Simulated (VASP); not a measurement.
Output of a VASP run:

OSZICAR:
```
...
DAV:   7    -0.260562252625E+02   -0.86488E-02   -0.67294E-03   614   0.931E-01    0.132E-01
DAV:   8    -0.260602437045E+02   -0.40184E-02   -0.62943E-04   663   0.267E-01    0.901E-02
DAV:   9    -0.260599954973E+02    0.24821E-03   -0.36068E-04   600   0.200E-01    0.422E-02
DAV:  10    -0.260607370325E+02   -0.74154E-03   -0.43951E-04   600   0.215E-01    0.155E-02
DAV:  11    -0.260607891359E+02   -0.52103E-04   -0.26452E-05   733   0.559E-02    0.845E-03
DAV:  12    -0.260607991117E+02   -0.99758E-05   -0.77609E-06   663   0.265E-02    0.367E-03
DAV:  13    -0.260608003292E+02   -0.12175E-05   -0.26225E-06   536   0.185E-02    0.135E-03
DAV:  14    -0.260608020938E+02   -0.17646E-05   -0.52632E-07   615   0.843E-03    0.110E-03
DAV:  15    -0.260608023820E+02   -0.28819E-06   -0.18893E-07   433   0.438E-03
  15 F= -.26060802E+02 E0= -.26060802E+02  d E =-.537464E-02
       N       E                     dE             d eps       ncg     rms          rms(c)
DAV:   1    -0.261043025586E+02   -0.43500E-01   -0.15189E+00   614   0.963E+00    0.147E+00
DAV:   2    -0.260692388379E+02    0.35064E-01   -0.18716E-01   635   0.481E+00    0.849E-01
DAV:   3    -0.260641615929E+02    0.50772E-02   -0.10547E-02   754   0.117E+00    0.370E-01
DAV:   4    -0.260614721179E+02    0.26895E-02   -0.17975E-02   761   0.778E-01    0.193E-01
DAV:   5    -0.260619817740E+02   -0.50966E-03   -0.59616E-04   684   0.207E-01    0.143E-01
DAV:   6    -0.260615030000E+02    0.47877E-03   -0.20104E-04   614   0.144E-01    0.746E-02
DAV:   7    -0.260616585764E+02   -0.15558E-03   -0.37072E-04   600   0.219E-01    0.528E-02
DAV:   8    -0.260619091395E+02   -0.25056E-03   -0.44750E-05   684   0.769E-02    0.390E-02
DAV:   9    -0.260618903643E+02    0.18775E-04   -0.87254E-06   600   0.287E-02    0.144E-02
DAV:  10    -0.260619164721E+02   -0.26108E-04   -0.26156E-05   670   0.484E-02    0.109E-02
DAV:  11    -0.260619203265E+02   -0.38545E-05   -0.11805E-06   650   0.115E-02    0.936E-03
DAV:  12    -0.260619207847E+02   -0.45812E-06   -0.17341E-07   391   0.352E-03
  16 F= -.26061921E+02 E0= -.26061921E+02  d E =-.111840E-02
       N       E                     dE             d eps       ncg     rms          rms(c)
DAV:   1    -0.260625403394E+02   -0.62001E-03   -0.21423E-02   614   0.114E+00    0.172E-01
DAV:   2    -0.260620387702E+02    0.50157E-03   -0.26546E-03   607   0.570E-01    0.983E-02
DAV:   3    -0.260619683012E+02    0.70469E-04   -0.14738E-04   754   0.139E-01    0.424E-02
DAV:   4    -0.260619351023E+02    0.33199E-04   -0.24163E-04   719   0.914E-02    0.223E-02
DAV:   5    -0.260619404816E+02   -0.53793E-05   -0.78363E-06   733   0.232E-02    0.168E-02
DAV:   6    -0.260619337390E+02    0.67426E-05   -0.23325E-06   498   0.153E-02    0.930E-03
DAV:   7    -0.260619339240E+02   -0.18496E-06   -0.44538E-06   600   0.237E-02
  17 F= -.26061934E+02 E0= -.26061934E+02  d E =-.113154E-02
       N       E                     dE             d eps       ncg     rms          rms(c)
DAV:   1    -0.260620621649E+02   -0.12843E-03   -0.43889E-03   600   0.517E-01    0.770E-02
DAV:   2    -0.260619585504E+02    0.10361E-03   -0.53925E-04   600   0.257E-01    0.455E-02
DAV:   3    -0.260619439344E+02    0.14616E-04   -0.29555E-05   761   0.617E-02    0.203E-02
DAV:   4    -0.260619366197E+02    0.73147E-05   -0.51366E-05   712   0.422E-02    0.102E-02
DAV:   5    -0.260619375719E+02   -0.95222E-06   -0.17145E-06   620   0.111E-02
  18 F= -.26061938E+02 E0= -.26061938E+02  d E =-.113519E-02
```

File OUTCAR:
```
------------------------ aborting loop because EDIFF is reached ----------------------------------------
  FORCE on cell =-STRESS in cart. coord.  units (eV):
  Direction    XX          YY          ZZ          XY          YZ          ZX
  --------------------------------------------------------------------------------------
  Total        0.0536356      0.0536356     -0.0592027      0.0000000      0.0000000      0.0000000
  in kB        1.0552868      1.0552868     -1.1648204      0.0000000      0.0000000      0.0000000
  external PRESSURE =       0.3152511 kB  Pullay stress =       0.0000000 kB
  volume of cell :       81.43
      direct lattice vectors                 reciprocal lattice vectors
     1.778478052 -3.080414417  0.000000000     0.281139258 -0.162315823  0.000000000
     1.778478052  3.080414417  0.000000000     0.281139258  0.162315823  0.000000000
    -0.000000000 -0.000000000  7.431999576    -0.000000000  0.000000000  0.134553291
 POSITION                                       TOTAL-FORCE (eV/Angst)
 -----------------------------------------------------------------------------------
      3.55696     -0.00000      0.00000         0.000000     -0.000000      0.000000
      1.77848      1.02681      1.24102         0.000000      0.000000     -0.017871
      1.77848     -1.02681      6.19098        -0.000000     -0.000000      0.017871
 -----------------------------------------------------------------------------------
    total drift:                                0.000000      0.000000     -0.000000
  FREE ENERGIE OF THE ION-ELECTRON SYSTEM (eV)
  ---------------------------------------------------
  free  energy   TOTEN  =       -26.0619375719 eV

  energy  without entropy=      -26.0619375719  energy(sigma->0) =      -26.06193757

 reached required accuracy - stopping structural energy minimisation
```
(Selected blocks of OUTCAR.)

### POSCAR
```
PtS2
1
    1.7818628456    -3.0862770523     0.0000000000
    1.7818628456     3.0862770523    -0.0000000000
   -0.0000000000     0.0000000000     6.3502496355
Pt S
1 2
Direct
  0.0000000000   1.0000000000   0.0000000000
  0.3333330000   0.6666670000   0.1945564312
  0.6666670000   0.3333330000   0.8054435688
```

Task: Reconstruct the remaining input files.

Result: Several could match; the one computed here: the input of the run itself, TPSS meta-GGA, plane waves, VASP's PBE PAW potentials (set 64).

### KPOINTS
```
Regular mesh
0
G
 7 7 3
```

INCAR:
```
ALGO  =  Normal
EDIFF  =  1E-6
EDIFFG  =  -0.02
ENCUT  =  520
IBRION  =  2
ISIF  =  3
ISMEAR  =  0
LASPH  =  .TRUE.
LCHARG  =  .FALSE.
LMAXMIX  =  6
LMIXTAU  =  .TRUE.
LREAL  =  .FALSE.
LWAVE  =  .FALSE.
METAGGA  =  TPSS
NELM  =  100
NSW  =  60
PREC  =  Accurate
SIGMA  =  0.05
SYSTEM  =  PtS2
```

POTCAR, in this order: Pt S (PBE.64 set). Program: vasp_std.

Energy and stress use the plane-wave basis of the starting cell. Without a dispersion term in the relaxation, distances and binding between the weakly bound layers, chains or molecules are unreliable, and so is what depends on them.

The compound is PtS2 in the 1T layered structure. This run relaxes it. Symmetry was kept, so distortions that lower it aren't found. The start is the result of an earlier pass.
